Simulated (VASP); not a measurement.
Here is the system:

```
CELL_PARAMETERS angstrom
     -0.04221     5.07966     5.17164
      5.07966    -0.04221     5.17164
      2.51873     2.51873     0.00000
ATOMIC_POSITIONS crystal
  Cd 0.99499 0.99499 0.01002
  S  0.15343 0.15343 0.19314
  S  0.13822 0.58841 0.27337
  S  0.58841 0.13822 0.27337
  S  0.62494 0.62494 0.25011
  Be 0.00303 0.49825 0.99872
  Be 0.49825 0.00303 0.99872
  Be 0.49872 0.49872 0.00255
```

Calculation: PBEsol GGA, VASP's PBE PAW potentials (set 64) (plane waves; VASP 6.6.1). Settings: 400 eV cut-off, 4×4×8 Γ-centred mesh, tetrahedra with Blöchl corrections, potentials Cd S Be.

The cores are frozen, which limits the accuracy of field gradients.

Q: Give the principal components of the electric field gradient (V/Å²) and the asymmetry η at each nucleus.

A: 
```
atom    Vxx   Vyy    Vzz     η
----  -----  ----  -----  ----
Cd1   -40.5  -4.8   45.4  0.79
S2     19.0  12.9  -31.9  0.19
S3      6.1   1.7   -7.8  0.56
S4      6.1   1.7   -7.8  0.56
S5      4.9   3.2   -8.1  0.22
Be6    -1.1  -0.6    1.6  0.31
Be7    -1.1  -0.6    1.6  0.31
Be8     0.8   0.7   -1.5  0.05
```

The structure was generated: Be3CdS4 was put into an ordered model structure (Amm2), which need not be its known phase. It was relaxed first.
